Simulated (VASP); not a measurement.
An input for Quantum ESPRESSO's pw.x (written as the equivalent of a VASP run, and not itself run):

```
&CONTROL
  calculation = 'vc-relax'
  pseudo_dir = './pseudo'
  outdir = './out'
  tprnfor = .true.
  tstress = .true.
  nstep = 40
  forc_conv_thr = 0.00039
/
&SYSTEM
  ibrav = 0
  nat = 2
  ntyp = 2
  ecutwfc = 94
  occupations = 'smearing'
  smearing = 'methfessel-paxton'
  degauss = 0.00735
  input_dft = 'pbe'
  nspin = 2
  starting_magnetization(1) = 0.1
  starting_magnetization(2) = -0.1
/
&ELECTRONS
  conv_thr = 7.3e-09
  electron_maxstep = 100
/
&IONS
/
&CELL
  press = 300
/
ATOMIC_SPECIES
  Cr1 51.996 Cr.upf
  Cr2 51.996 Cr.upf
CELL_PARAMETERS angstrom
     2.8573167    0.0000000    0.0000000
     0.0000000    2.8573167    0.0000000
     0.0000000    0.0000000    2.8573167
ATOMIC_POSITIONS crystal
  Cr1  0.0000000  0.0000000  0.0000000
  Cr2  0.5000000  0.5000000  0.5000000
K_POINTS automatic
  12 12 12 0 0 0
```

Q: Translate this input to VASP (INCAR, KPOINTS, POSCAR, choice of POTCAR).

A: One answer among several that fit: 
**INCAR**
```
! general
SYSTEM   =  Cr
PREC     =  Accurate
ENCUT    =  480   ! plane-wave cut-off (eV)
LREAL    =  .False.   ! projection in real space or not
LASPH    =  .True.   ! aspherical one-centre terms

! electronic loop
EDIFF    =  1E-7
NELM     =  100   ! most electronic steps
ALGO     =  Normal   ! blocked Davidson
LMAXMIX  =  4   ! l cut-off of mixed one-centre charges

! smearing
ISMEAR   =  1   ! Methfessel-Paxton
SIGMA    =  0.1   ! width (eV)

! functional
GGA      =  PE   ! PBE

! spin
ISPIN    =  2   ! spin-polarised
MAGMOM   =  1.0 -1.0

! ions
IBRION   =  2
NSW      =  40
ISIF     =  3   ! ions, shape and volume
EDIFFG   =  -0.01
PSTRESS  =  300

! output
LWAVE    =  .False.
LCHARG   =  .False.
LORBIT   =  10
```

KPOINTS:
```
K-points
0
gamma
  12 12 12
```

**POSCAR**
```
Cr
1
    2.8573166595     0.0000000000     0.0000000000
    0.0000000000     2.8573166595     0.0000000000
    0.0000000000     0.0000000000     2.8573166595
Cr
2
Direct
  0.0000000000   0.0000000000   0.0000000000
  0.5000000000   0.5000000000   0.5000000000
```

POTCAR, in this order: Cr_pv (PBE.64 set). Program: vasp_std.

Limits of the translation: the potentials are each code's own (VASP's PAW set, PseudoDojo norm-conserving files in pw.x), so ENCUT and ecutwfc are chosen apart and not converted; conv_thr bounds pw.x's estimated SCF error, while EDIFF bounds the energy change between steps; starting_magnetization is a fraction of the valence charge and MAGMOM a moment in μB, so they match only roughly; forc_conv_thr acts on force components and is met together with etot_conv_thr.

The compound is Cr in the bcc, AFM order structure. This run relaxes it under an external pressure of 30 GPa. Symmetry was kept, so distortions that lower it aren't found.
